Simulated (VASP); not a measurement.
Crystal: SnTeS4.

```
CELL_PARAMETERS angstrom
-2.90000 2.90000 4.45000
2.90000 -2.90000 4.45000
2.90000 2.90000 -4.45000
ATOMIC_POSITIONS crystal
Sn 0.25000 0.75000 0.50000
Te 0.00000 0.00000 0.00000
S 0.09000 0.12000 0.49000
S 0.40000 0.91000 0.03000
S 0.63000 0.60000 0.51000
S 0.88000 0.37000 0.97000
```

The cell was built by a generator and needn't be a form met in nature.

* Program: VASP 6.6.1
* Task: relaxation of cell and atoms
* Functional: PBE
* Potentials or basis: VASP PAW PBE potentials, release 64 (Sn_d, Te, S)
* Cutoff: 520 eV
* k mesh: 4 × 4 × 4
* Occupations: gaussian, width 0.15 eV
* Spin: no spin polarisation

At the start: pressure 13.8 GPa; volume 24.95 Å³/atom.

Problem. Where does the relaxation end?

Solution. Over 19 steps the energy falls by 275.1 meV/atom and the volume is 33.65 Å³/atom (+34.9 %); space group I-4 (No. 82, to 0.05 Å).

The path:
```csv
step,energy change (eV),largest force (eV/Å),pressure (GPa),volume (Å³)
1,0.0000,2.3968,13.77,149.70
2,-0.4480,1.6257,-6.12,201.08
3,-1.2000,0.8439,-0.41,174.91
4,-1.2009,0.8295,-0.03,174.19
5,-1.3150,0.5895,0.16,175.41
6,-1.4107,0.3933,0.83,177.62
7,-1.4656,0.4216,-0.18,183.05
8,-1.4865,0.4542,-0.64,186.35
9,-1.5035,0.5313,-1.58,193.06
10,-1.5233,0.5017,-1.37,193.93
11,-1.5735,0.3910,-1.16,196.56
12,-1.6339,0.1940,-0.80,201.84
13,-1.5964,0.1872,-0.18,212.48
14,-1.6453,0.0833,-0.55,204.90
15,-1.6499,0.0593,-0.26,202.59
16,-1.6498,0.1109,0.14,200.20
17,-1.6504,0.0884,0.07,200.86
18,-1.6505,0.0814,0.05,201.15
19,-1.6504,0.0660,-0.11,201.87
```

Final structure:
```yaml
crystal:
  lattice:
    - [-3.11725, 3.11725, 5.19361]
    - [3.11725, -3.11725, 5.19361]
    - [3.11725, 3.11725, -5.19361]
  atoms:
    - { symbol: Sn, position: [0.25000, 0.75000, 0.50000] }
    - { symbol: Te, position: [0.00000, 0.00000, 0.00000] }
    - { symbol: S, position: [0.14104, 0.10910, 0.50350] }
    - { symbol: S, position: [0.36246, 0.85896, 0.96806] }
    - { symbol: S, position: [0.60560, 0.63754, 0.49650] }
    - { symbol: S, position: [0.89090, 0.39440, 0.03194] }
```

Caveat: the volume moved by over 15 % at a fixed basis, so the end points are rough.
